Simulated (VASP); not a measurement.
# Mn2P2Br (P1) in VASP: notebook

One crystal, Mn2P2Br, is run at these levels: PBE0; tasks: single point.

Program: VASP 6.6.1. These are calculated values, not measurements. Logs are shortened: lines on timing, memory, paths and dates and some standing lists are left out, and cuts for length are marked.

### Step 1. Starting point

The typed cell holds 5 atoms: a = 4.240 Å, b = 4.129 Å, c = 6.937 Å, α = 91.23°, β = 91.83°, γ = 61.12°.

The cell was built by a generator and needn't be a form met in nature.

### Step 2. Single point, PBE0, collinear spin, typed start

POSCAR reads:

```
Mn2P2Br
1.0
    2.1831230000      3.6346420000     -0.0664030000
   -2.0728690000      3.5709870000     -0.0440570000
   -0.0379390000     -0.1082760000      6.9356870000
Br P Mn
1 2 2
Direct
    0.0181340000      0.9815390000      0.0083710000
    0.3172580000      0.3269700000      0.2530170000
    0.6726600000      0.6597300000      0.7380200000
    0.3198160000      0.3426510000      0.6188210000
    0.6735930000      0.6638140000      0.3734910000
```

INCAR.step1 reads:

```
SYSTEM = Mn2P2Br
PREC     = Accurate       ! precision mode
ENCUT    = 520            ! plane-wave cutoff, eV
EDIFF    = 1E-5           ! SCF threshold, eV
ISMEAR   = -1             ! smearing method
SIGMA    = 0.0944         ! smearing width, eV
LREAL    = .FALSE.        ! projectors in reciprocal space
LASPH    = .TRUE.         ! aspherical terms in the spheres
NELM     = 150            ! most SCF steps
ALGO     = Normal         ! electronic algorithm
ISIF     = 2              ! what is computed and relaxed
LWAVE    = .TRUE.         ! write WAVECAR
ISPIN    = 2              ! spin polarisation
MAGMOM   = -0.37 -0.55 -0.47 4.16 4.14 ! initial moments
LORBIT   = 11             ! projections on sites
LMAXMIX  = 4              ! l up to which the mixer works
GGA      = PE             ! functional
NBANDS   = 34             ! bands
```

INCAR.step2 reads:

```
SYSTEM = Mn2P2Br
PREC     = Accurate       ! precision mode
ENCUT    = 520            ! plane-wave cutoff, eV
EDIFF    = 1E-6           ! SCF threshold, eV
ISMEAR   = -1             ! smearing method
SIGMA    = 0.0944         ! smearing width, eV
LREAL    = .FALSE.        ! projectors in reciprocal space
LASPH    = .TRUE.         ! aspherical terms in the spheres
NELM     = 150            ! most SCF steps
ALGO     = Normal         ! electronic algorithm
ISIF     = 2              ! what is computed and relaxed
LWAVE    = .FALSE.        ! write WAVECAR
LCHARG   = .TRUE.         ! write CHGCAR
ISPIN    = 2              ! spin polarisation
MAGMOM   = -0.37 -0.55 -0.47 4.16 4.14 ! initial moments
LORBIT   = 11             ! projections on sites
LMAXMIX  = 4              ! l up to which the mixer works
GGA      = PE             ! functional
LHFCALC  = .TRUE.         ! exact exchange
AEXX     = 0.25           ! exact-exchange fraction
PRECFOCK = Fast         
HFRCUT   = -1           
LELF     = .TRUE.         ! ELF
LVHAR    = .TRUE.       
ISTART   = 1            
NBANDS   = 34             ! bands
```

KPOINTS reads:

```
Automatic mesh
0
G
  3 3 2
  0 0 0
```

Potentials or basis: VASP PAW PBE potentials, release 64 (Br, P, Mn_pv).

Command:

```bash
> cat potpaw_PBE.64/Br/POTCAR potpaw_PBE.64/P/POTCAR potpaw_PBE.64/Mn_pv/POTCAR > POTCAR
> cp INCAR.step1 INCAR
> mpirun -np 1 vasp_std > vasp.out
> cp INCAR.step2 INCAR
> mpirun -np 1 vasp_std > vasp.out
```

OUTCAR:

```text
SYSTEM = Mn2P2Br
   PREC = Accurate
   ENCUT = 520
   EDIFF = 1E-6
   ISMEAR = -1
   LREAL = .FALSE.
   LASPH = .TRUE.
   NELM = 150
   ISIF = 2
   ISPIN = 2
   LORBIT = 11
   GGA = PE
   LHFCALC = .TRUE.
   AEXX = 0.25
   PRECFOCK = Fast
   ISTART = 1

 ion  position               nearest neighbor table
   1  0.018  0.982  0.008-   2 2.83
   2  0.317  0.327  0.253-   4 2.54   5 2.55   5 2.55   5 2.61   1 2.83
   3  0.673  0.660  0.738-   5 2.53   4 2.53   4 2.56   4 2.61
   4  0.320  0.343  0.619-   3 2.53   2 2.54   3 2.56   3 2.61   5 2.91   5 2.98   5 3.01
   5  0.674  0.664  0.373-   3 2.53   2 2.55   2 2.55   2 2.61   4 2.91   4 2.98   4 3.01

  LATTYP: Found a triclinic cell.
 ALAT       =     4.2404077469
 B/A-ratio  =     1.0038012649
 C/A-ratio  =     1.6358417129
 COS(alpha) =     0.0109512131
 COS(beta)  =     0.0318526955
 COS(gamma) =     0.5276738535

  Lattice vectors:

 A1 = (   2.1831230000,   3.6346420000,  -0.0664030000)
 A2 = (   4.2559920000,   0.0636550000,  -0.0223460000)
 A3 = (   0.0379390000,   0.1082760000,  -6.9356870000)

Analysis of symmetry for initial positions (statically):
=====================================================================
 Subroutine PRICEL returns:
 Original cell was already a primitive cell.

 Routine SETGRP: Setting up the symmetry group for a
 triclinic supercell.

 Subroutine GETGRP returns: Found  1 space group operations
 (whereof  1 operations were pure point group operations)
 out of a pool of  2 trial point group operations.

The static configuration has the point symmetry C_1 .

Analysis of symmetry for dynamics (positions and initial velocities):
=====================================================================
 Subroutine PRICEL returns:
 Original cell was already a primitive cell.

 Routine SETGRP: Setting up the symmetry group for a
 triclinic supercell.

 Subroutine GETGRP returns: Found  1 space group operations
 (whereof  1 operations were pure point group operations)
 out of a pool of  2 trial point group operations.

The dynamic configuration has the point symmetry C_1 .

Analysis of structural, dynamic, and magnetic symmetry:
=====================================================================
 Subroutine PRICEL returns:
 Original cell was already a primitive cell.

 Routine SETGRP: Setting up the symmetry group for a
 triclinic supercell.

 Subroutine GETGRP returns: Found  1 space group operations
 (whereof  1 operations were pure point group operations)
 out of a pool of  2 trial point group operations.

The overall configuration has the point symmetry C_1 .

 Subroutine INISYM returns: Found  1 space group operations
 (whereof  1 operations are pure point group operations),
 and found     1 'primitive' translations

----------------------------------------------------------------------------------------

                                     Primitive cell

  volume of cell :     106.2961

  direct lattice vectors                    reciprocal lattice vectors
     2.183123000  3.634642000 -0.066403000     0.232957485  0.135267792  0.003386028
    -2.072869000  3.570987000 -0.044057000    -0.237088131  0.142422300  0.000926517
    -0.037939000 -0.108276000  6.935687000     0.000724324  0.002199766  0.144220127

  length of vectors
     4.240407747  4.129246307  6.936635872     0.269403101  0.276578654  0.144238721

  position of ions in fractional coordinates (direct lattice)
     0.018134000  0.981539000  0.008371000
     0.317258000  0.326970000  0.253017000
     0.672660000  0.659730000  0.738020000
     0.319816000  0.342651000  0.618821000
     0.673593000  0.663814000  0.373491000

  ion indices of the primitive-cell ions
   primitive index   ion index
                 1           1
                 2           2
                 3           3
                 4           4
                 5           5

----------------------------------------------------------------------------------------

 KPOINTS: Automatic mesh

Automatic generation of k-mesh.
 Grid dimensions read from file:
 generate k-points for:    3    3    2

 Generating k-lattice:

  Cartesian coordinates                     Fractional coordinates (reciprocal lattice)
     0.077652495  0.045089264  0.001128676     0.333333333  0.000000000 -0.000000000
    -0.079029377  0.047474100  0.000308839     0.000000000  0.333333333 -0.000000000
     0.000362162  0.001099883  0.072110064     0.000000000  0.000000000  0.500000000

  Length of vectors
     0.089801034  0.092192885  0.072119361

  Shift w.r.t. Gamma in fractional coordinates (k-lattice)
     0.000000000  0.000000000  0.000000000

 Subroutine IBZKPT returns following result:
 ===========================================

 Found     10 irreducible k-points:

 Following reciprocal coordinates:
            Coordinates               Weight
  0.000000  0.000000  0.000000      1.000000
  0.333333  0.000000  0.000000      2.000000
  0.000000  0.333333  0.000000      2.000000
  0.333333  0.333333  0.000000      2.000000
 -0.333333  0.333333  0.000000      2.000000
  0.000000  0.000000  0.500000      1.000000
  0.333333 -0.000000  0.500000      2.000000
  0.000000  0.333333  0.500000      2.000000
  0.333333  0.333333  0.500000      2.000000
 -0.333333  0.333333  0.500000      2.000000
   k-points           NKPTS =     10   k-points in BZ     NKDIM =     18   number of bands    NBANDS=     34
   number of dos      NEDOS =    301   number of ions     NIONS =      5
   total plane-waves  NPLWV =  55296
   dimension x,y,z NGX =    32 NGY =   32 NGZ =   54
   dimension x,y,z NGXF=    64 NGYF=   64 NGZF=  108
   ions per type =               1   2   2
   NGX,Y,Z   is equivalent  to a cutoff of  12.55, 12.88, 12.94 a.u.
   NGXF,Y,Z  is equivalent  to a cutoff of  25.09, 25.77, 25.88 a.u.
 SYSTEM =  Mn2P2Br
   PREC   = accura    normal or accurate (medium, high low for compatibility)
   ISTART =      1    job   : 0-new  1-cont  2-samecut
   ICHARG =      0    charge: 1-file 2-atom 10-const
   ISPIN  =      2    spin polarized calculation?
   LNONCOLLINEAR =      F non collinear calculations
   LSORBIT =      F    spin-orbit coupling
   LASPH  =      T    aspherical Exc in radial PAW
   ENCUT  =  520.0 eV  38.22 Ry    6.18 a.u.   7.88  7.68 12.90*2*pi/ulx,y,z
   NELM   =    150;   NELMIN=  2; NELMDL=  0     # of ELM steps
   EDIFF  = 0.1E-05   stopping-criterion for ELM
   LREAL  =      F    real-space projection
   EDIFFG = 0.1E-04   stopping-criterion for IOM
   NSW    =      0    number of steps for IOM
   IBRION =     -1    ionic relax: 0-MD 1-quasi-New 2-CG
   NFREE  =      0    steps in history (QN), initial steepest desc. (CG)
   ISIF   =      2    stress and relaxation
   ISYM   =      3    0-nonsym 1-usesym 2-fastsym
   POTIM  = 0.5000    time-step for ionic-motion
   TEBEG  =    0.0;   TEEND  =   0.0 temperature during run
   PSTRESS=    0.0 pullay stress
   NELECT =      43.0000    total number of electrons
   NUPDOWN=      -1.0000    fix difference up-down
   EMIN   =  10.00;   EMAX   =-10.00  energy-range for DOS
   EFERMI =   0.00;   METHOD = LEGACY
   ISMEAR =    -1;   SIGMA  =   0.09  broadening in eV -4-tet -1-fermi 0-gaus
   EFERMI_NEDOS =   21; number of points for ismear=-14 and -15
   IALGO  =     38    algorithm
   IMIX   =      1    mixing-type and parameters
     AMIX     =   0.40;   BMIX     =  1.00
     AMIX_MAG =   1.60;   BMIX_MAG =  1.00
  volume/ion in A,a.u.               =      21.26       143.46
  Fermi-wavevector in a.u.,A,eV,Ry     =   1.210761  2.288007 19.945362  1.465943
  Thomas-Fermi vector in A             =   2.346298
   LORBIT       =     11    0 simple, 1 ext, 2 COOP (PROOUT), +10 PAW based schemes
   GGA     = PE    functional components
   LHFCALC =     T    Hartree Fock is set to
   PRECFOCK=fast      Normal, Fast or Accurate (Low or Medium for compatibility)
   ENCUT4O =  -1.0   cutoff for four orbital integrals eV
   NKREDX  =     1    reduce k-point grid by
   NKREDY  =     1    reduce k-point grid by
   NKREDZ  =     1    reduce k-point grid by
   AEXX    =    0.2500 exact exchange contribution
   HFSCREEN=    0.0000 screening length (either q_TF or 0.3 A-1)
   HFSCREENC=   0.0000 screening length for correlation (either q_TF or 0.3 A-1)
   ENCUTFOCK=  -1.0 apply spherical cutoff to Coloumb kernel
   IVDW    =     0    specifies the selected vdW correction
   LEPSILON=     F    determine dielectric tensor
   LRPA    =     F    only Hartree local field effects (RPA)
 spin polarized calculation
  energy-cutoff  :      520.00
  volume of cell :      106.30
 maximum number of plane-waves:      2870
  NGX = 18; NGY = 18; NGZ = 30

 number of electron      42.9999999 magnetization       7.0001229

 Free energy of the ion-electron system (eV)
  ---------------------------------------------------
  ext. energy  EPLUGINS =         0.00000000
  ---------------------------------------------------
  free energy    TOTEN  =       -44.23531924 eV

  energy without entropy =      -44.23240745  energy(sigma->0) =      -44.23386335

 E-fermi :   4.5011     XC(G=0):  -7.7376

 val. band max:        4.1148475988   @ k =   0.3333   0.0000   0.0000
 cond. band min:       4.8692610498   @ k =   0.0000   0.0000   0.0000
 fundamental gap:      0.7544134510
 Fermi energy:         4.5010819716

 spin component 1

 k-point     1 :       0.0000    0.0000    0.0000
  band No.  band energies     occupation
      1     -51.1790      1.00000
      2     -51.1718      1.00000
      3     -51.1607      1.00000
      4     -51.1440      1.00000
      5     -51.1416      1.00000
      6     -51.1153      1.00000
[... 349 lines left out ...]
     32      12.2404      0.00000
     33      12.4105      0.00000
 Fermi energy:         4.5010819716

 spin component 2

 k-point     1 :       0.0000    0.0000    0.0000
  band No.  band energies     occupation
      1     -44.9905      1.00000
      2     -44.9538      1.00000
      3     -44.9444      1.00000
      4     -44.9175      1.00000
      5     -44.8894      1.00000
      6     -44.8652      1.00000
[... 349 lines left out ...]
     32      12.6225      0.00000
     33      12.9059      0.00000
 [bands above 33 left out]

------------------------ aborting loop because EDIFF is reached ----------------------------------------

  FORCE on cell =-STRESS in cart. coord.  units (eV):
  Direction    XX          YY          ZZ          XY          YZ          ZX
  --------------------------------------------------------------------------------------
  -------------------------------------------------------------------------------------
  Total       -0.6401425     -0.1713190     -0.3638960     -0.0589307      0.5418280      0.4577418
  in kB       -9.6487220     -2.5822525     -5.4849210     -0.8882487      8.1668509      6.8994376
  external PRESSURE =      -5.9052985 kB  Pullay stress =       0.0000000 kB

 VOLUME and BASIS-vectors are now :
 -----------------------------------------------------------------------------
  energy-cutoff  :      520.00
  volume of cell :      106.30
      direct lattice vectors                 reciprocal lattice vectors
     2.183123000  3.634642000 -0.066403000     0.232957485  0.135267792  0.003386028
    -2.072869000  3.570987000 -0.044057000    -0.237088131  0.142422300  0.000926517
    -0.037939000 -0.108276000  6.935687000     0.000724324  0.002199766  0.144220127

 POSITION                                       TOTAL-FORCE (eV/Angst)
 -----------------------------------------------------------------------------------
     -1.99533      3.57007      0.01361         0.066994      0.210363     -0.022786
      0.00525      2.29333      1.71937        -0.031137     -0.036734      2.149844
      0.07297      4.72086      5.04494        -0.217720     -0.007959     -2.161494
     -0.03555      2.31902      4.25562         0.248419      0.039217      0.405342
      0.08037      4.77830      2.51644        -0.066556     -0.204886     -0.370905
 -----------------------------------------------------------------------------------
    total drift:                               -0.000190     -0.000117      0.000269

  FREE ENERGIE OF THE ION-ELECTRON SYSTEM (eV)
  ---------------------------------------------------
  free  energy   TOTEN  =       -44.2353192445 eV

  energy  without entropy=      -44.2324074499  energy(sigma->0) =      -44.23386335

 total charge

# of ion       s       p       d       tot
------------------------------------------
    1        1.638   3.165   0.027   4.829
    2        1.108   1.329   0.000   2.438
    3        1.101   1.350   0.000   2.450
    4        0.304   6.200   4.852  11.356
    5        0.309   6.196   4.858  11.363
--------------------------------------------------
tot          4.461  18.240   9.736  32.437

 magnetization (x)

# of ion       s       p       d       tot
------------------------------------------
    1       -0.017  -0.336  -0.001  -0.354
    2       -0.021  -0.424   0.000  -0.445
    3       -0.012  -0.376   0.000  -0.389
    4        0.045   0.012   4.176   4.234
    5        0.046   0.007   4.168   4.221
--------------------------------------------------
tot          0.041  -1.117   8.343   7.267
```

Run time: 21 min. Hardware: 1 thread of Intel Xeon 6975P-C (Granite Rapids), shared host; peak memory 0.32 GiB.

Results:

```yaml
Free_energy: -44.2353 eV
Pressure: -0.6 GPa
Largest_force: 2.172 eV/Å
Band_gap_on_the_k_mesh: none (metal or under the smearing width)
Net_moment: 7.00 μB per cell
Site_moments: Br -0.35; P -0.45, -0.39; Mn +4.23, +4.22 μB
Valence_electrons_inside_the_program's_atomic_spheres: Br 4.83; P 2.44, 2.45; Mn 11.36
```

Forces on the atoms (eV/Å):
```
Br   0.067  0.210 -0.023
P   -0.031 -0.037  2.150
P   -0.218 -0.008 -2.161
Mn   0.248  0.039  0.405
Mn  -0.067 -0.205 -0.371
```

Stress tensor (GPa, compression positive):
```
-0.96 -0.09  0.69
-0.09 -0.26  0.82
 0.69  0.82 -0.55
```

Caveat: the k mesh is coarse (spacing up to 0.58 Å⁻¹), so the values aren't converged, least of all with exact exchange; the PAW data sets were made with another functional, which shifts forces and pressure a little.

### Step 3. Single point, PBE0, collinear spin, typed start

POSCAR is that of step 2.

INCAR.step1 reads:

```
SYSTEM = Mn2P2Br
PREC = Accurate
ENCUT = 520
EDIFF = 1E-5
ISMEAR = -1
SIGMA = 0.0944
LREAL = .FALSE.
LASPH = .TRUE.
NELM = 150
ALGO = Normal
ISIF = 2
LWAVE = .TRUE.
ISPIN = 2
MAGMOM = 0 0 0 4.17 -4.12
LORBIT = 11
LMAXMIX = 4
NBANDS = 34
GGA = PE
```

INCAR.step2 reads:

```
SYSTEM = Mn2P2Br
PREC = Accurate
ENCUT = 520
EDIFF = 1E-7
ISMEAR = -1
SIGMA = 0.0944
LREAL = .FALSE.
LASPH = .TRUE.
NELM = 150
ALGO = Normal
ISIF = 2
LWAVE = .FALSE.
LCHARG = .TRUE.
ISPIN = 2
MAGMOM = 0 0 0 4.17 -4.12
LORBIT = 11
LMAXMIX = 4
GGA = PE
LHFCALC = .TRUE.
AEXX = 0.25
PRECFOCK = Fast
HFRCUT = -1
LELF = .TRUE.
LVHAR = .TRUE.
NBANDS = 34
ISTART = 1
```

KPOINTS is that of step 2.

Potentials or basis: VASP PAW PBE potentials, release 64 (Br, P, Mn_pv).

Command:

```bash
> cat potpaw_PBE.64/Br/POTCAR potpaw_PBE.64/P/POTCAR potpaw_PBE.64/Mn_pv/POTCAR > POTCAR
> cp INCAR.step1 INCAR
> mpirun -np 1 vasp_std > vasp.out
> cp INCAR.step2 INCAR
> mpirun -np 1 vasp_std > vasp.out
```

Run time: 27 min. Hardware: 1 thread of Intel Xeon 6975P-C (Granite Rapids), shared host; peak memory 0.32 GiB.

The run converged. Its results:

```yaml
Free_energy: -43.8395 eV
Pressure: -2.1 GPa
Largest_force: 1.896 eV/Å
Band_gap_on_the_k_mesh: none (metal or under the smearing width)
Net_moment: 0.44 μB per cell
Site_moments: Br +0.09; P +0.14, -0.04; Mn +4.27, -4.18 μB
Valence_electrons_inside_the_program's_atomic_spheres: Br 4.79; P 2.43, 2.45; Mn 11.36, 11.38
```

Forces in eV/Å, atoms in the order of the input:
```
Br  -0.065  0.131  0.022
P   -0.092 -0.283  1.422
P    0.084  0.308 -1.869
Mn   0.078 -0.174  0.889
Mn  -0.005  0.017 -0.464
```

Stress tensor (GPa, compression positive):
```
-1.17  0.77 -1.02
 0.77 -4.32 -1.35
-1.02 -1.35 -0.85
```

Levels at points of the mesh, in eV from the Fermi level:
Spin up:
| k point | band 20 | band 21 | band 22 | band 23 | band 24 | band 25 |
| --- | --- | --- | --- | --- | --- | --- |
| (0.00, 0.00, 0.00) | -2.11 | 0.48 | 1.01 | 1.33 | 3.42 | 3.55 |
| (0.00, 0.00, 0.50) | -1.75 | -1.07 | 0.97 | 1.29 | 3.30 | 3.51 |
Spin down:
```
           k point  band 17  band 18  band 19  band 20  band 21  band 22  band 23  band 24  band 25  band 26
(0.00, 0.00, 0.00)    -3.59    -3.22    -2.15    -2.00     0.49     1.02     1.63     3.44     3.70     3.85
(0.00, 0.00, 0.50)    -3.56    -2.22    -1.93    -1.73    -0.92     0.82     1.47     3.45     3.55     4.10
```

Caveat: the k mesh is coarse (spacing up to 0.58 Å⁻¹), so the values aren't converged, least of all with exact exchange; the PAW data sets were made with another functional, which shifts forces and pressure a little.
